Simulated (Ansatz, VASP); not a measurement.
SiTe3: VASP beside Ansatz

```
CELL_PARAMETERS angstrom
4.70735 0.00000 0.00000
0.00000 4.70735 0.00000
0.00000 0.00000 4.70735
ATOMIC_POSITIONS crystal
Si 0.00000 0.00000 0.00000
Te 0.50000 0.00000 0.50000
Te 0.00000 0.50000 0.50000
Te 0.50000 0.50000 0.00000
```

Change from the starting cell: species swapped into the Sc3Al type (Pm-3m, No. 221).

Alike in both runs: functional PBE; k mesh 10 × 10 × 10; occupations gaussian, width 0.1 eV; no spin polarisation.

Ansatz relaxed the structure, and its values are those at the end. VASP's run is a single point on that final structure, the one shown.

|  | VASP | Ansatz |
| --- | --- | --- |
| version | VASP 6.6.1 | Ansatz 0.2.0 |
| potentials or method | VASP PAW PBE potentials, release 64 (Si, Te) | scalar-relativistic, plane waves, PAW |
| plane-wave cutoff (eV) | 520 | 420 |
| valence electrons in the cell | 22 | 52 |

VASP gave:

- gap on the k mesh at the Fermi level (eV): none
- pressure (GPa): -0.1

Problem. What did Ansatz give for the same quantities?

Solution. gap on the k mesh at the Fermi level (eV): none; pressure (GPa): 0.0.

A gap of «none» marks a metal or a gap that the smearing closes. The functional is the same, so the differences come from potentials, cutoffs and numerics. The two sets of potentials don't hold the same shells in valence.

Spin-orbit coupling is left out, which matters for the levels of Te.
